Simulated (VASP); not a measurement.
Input of a VASP 6.6.1 run:

The input POSCAR:

```
Ga24CN22O                               
1.0
   -3.2177240000     -5.5732640000      5.2440550000
    6.4354500000      0.0000000000      5.2440550000
   -3.2177260000      5.5732640000      5.2440550000
  Ga              C               N               O             
    24     1    22     1
Direct
     0.8258427374841816    0.5072252230169668    0.6663225267714920
     0.6652238263920681    0.3345530838683754    0.0018007629431143
     0.0003495338688639    0.6671887067047627    0.3325796195507807
     0.6662474004196645    0.8341306665891079    0.4983112745524634
     0.0011369507670605    0.1611028480719881    0.8412982570331410
     0.1764722894227209    0.3339813747753732    0.4949583822067670
     0.4992739376941881    0.6670889594684933    0.8334147867272600
     0.8319184328359807    0.9986894038105054    0.1661802211732150
     0.3340837632289959    0.4995575718386414    0.1658809073804648
     0.3341747377384235    0.0001223269781725    0.6656910198167368
     0.1671025213198159    0.8326637497991084    0.9998746881795568
     0.5018397493896530    0.1686637577542798    0.3340220791860761
     0.6654886451849744    0.4981959199829638    0.3336882201688770
     0.5012108706812315    0.3320002980172731    0.6649610420893070
     0.8324129731340637    0.6670373125361790    0.9987371643554955
     0.4992306062869210    0.8330976722129442    0.1648895532084990
     0.8242019251826619    0.1611487871559691    0.4920963823430515
     0.9972331433099024    0.3332784115901404    0.1669657651996518
     0.3341823179876378    0.6657536921344324    0.4984852886807753
     0.6650012127268622    0.0006020513355125    0.8316459281170810
     0.1649958375690167    0.4997056394597790    0.8331060990483627
     0.1668883695144897    0.9980271964926957    0.3319062613231660
     0.0008703271558870    0.8317786134159709    0.6649289417549281
     0.3325556443048164    0.1659758622447976    0.9996453159180219
     0.6253612493701022    0.2942566573303947    0.4595837966165115
     0.4564758118335269    0.1243196896110593    0.7939171086901657
     0.7928054009990734    0.4611965561442914    0.1230908498413749
     0.4572808202260837    0.6275580661759398    0.2895864446848593
     0.7947436252490556    0.9570834560706254    0.6263934974844866
     0.9610690987947064    0.1234777915591166    0.2907807835412914
     0.2888114275331061    0.4594284130691159    0.6271002434277111
     0.6253041013004743    0.7929608091849797    0.9573692585337588
     0.1236071189402771    0.2921098592878322    0.9582330763638159
     0.1263723253363300    0.7911554885558568    0.4580941206899521
     0.9579929194199875    0.6241708661698419    0.7905626449885227
     0.2915003676236437    0.9584022414118227    0.1242853609504191
     0.7939332118337461    0.6274813809328467    0.4577529932798958
     0.6252408405862383    0.4591936196923233    0.7946062128568808
     0.9590648763260380    0.7919177792200834    0.1240695053304509
     0.6244232894889854    0.9567458667870123    0.2897926006569458
     0.1241548579264471    0.4577533517967138    0.2925749043040209
     0.4589918216850946    0.7916101431122610    0.6248024146023404
     0.7912749607460756    0.1265203527077131    0.9572975415792553
     0.2908595627446977    0.6248580950591964    0.9578948395505648
     0.2885554849553355    0.1234003100483575    0.4583706036319278
     0.1250785169907022    0.9586990028759850    0.7907113324227967
     0.4563068913618321    0.2914587065439819    0.1230284433920635
     0.9627628851283596    0.2926909373982184    0.6279141348517044
```

Contents of INCAR.step1:

```
SYSTEM = Ga24CN22O
PREC = Normal
ENCUT = 400
EDIFF = 1E-5
ISMEAR = 0
SIGMA = 0.01
LREAL = Auto
LASPH = .TRUE.
NELM = 80
ALGO = Normal
ISIF = 2
LWAVE = .TRUE.
LCHARG = .FALSE.
NBANDS = 246
ICORELEVEL = 1
GGA = PE
```

INCAR.step2

```
SYSTEM = Ga24CN22O
PREC = Normal
ENCUT = 400
EDIFF = 1E-6
ISMEAR = 0
SIGMA = 0.01
LREAL = Auto
LASPH = .TRUE.
NELM = 80
ALGO = Normal
ISIF = 2
LWAVE = .FALSE.
LCHARG = .FALSE.
GGA = PE
LHFCALC = .TRUE.
HFSCREEN = 0.2
PRECFOCK = Fast
NBANDS = 246
ICORELEVEL = 1
ISTART = 1
```

File KPOINTS:

```
regular mesh
0
G
  1 1 1
  0 0 0
```

Potentials or basis: VASP PAW PBE potentials, release 64 (Ga_d, C, N, O).

Launch:

```sh
$ cat potpaw_PBE.64/Ga_d/POTCAR potpaw_PBE.64/C/POTCAR potpaw_PBE.64/N/POTCAR potpaw_PBE.64/O/POTCAR > POTCAR
$ cp INCAR.step1 INCAR
$ mpirun -np 8 vasp_gam > vasp.out
$ cp INCAR.step2 INCAR
$ mpirun -np 8 vasp_gam > vasp.out
```

Question: Estimate the band gap on the k mesh.

Answer: 2.75 eV, direct.

Question: Predict the largest force.

Answer: 0.108 eV/Å.

Core levels (eV, on the scale of the bands):
```
atom                                                    levels
1 Ga  1s -10216.7, 2s -1250.1, 2p -1086.6, 3s -136.9, 3p -87.7
2 Ga  1s -10216.3, 2s -1249.7, 2p -1086.1, 3s -136.4, 3p -87.2
3 Ga  1s -10216.3, 2s -1249.7, 2p -1086.2, 3s -136.5, 3p -87.3
4 Ga  1s -10216.3, 2s -1249.7, 2p -1086.2, 3s -136.5, 3p -87.3
5 Ga  1s -10216.8, 2s -1250.1, 2p -1086.6, 3s -136.9, 3p -87.7
6 Ga  1s -10216.7, 2s -1250.1, 2p -1086.5, 3s -136.9, 3p -87.6
```

Caveat: the PAW data sets were made with another functional, which shifts forces and pressure a little.
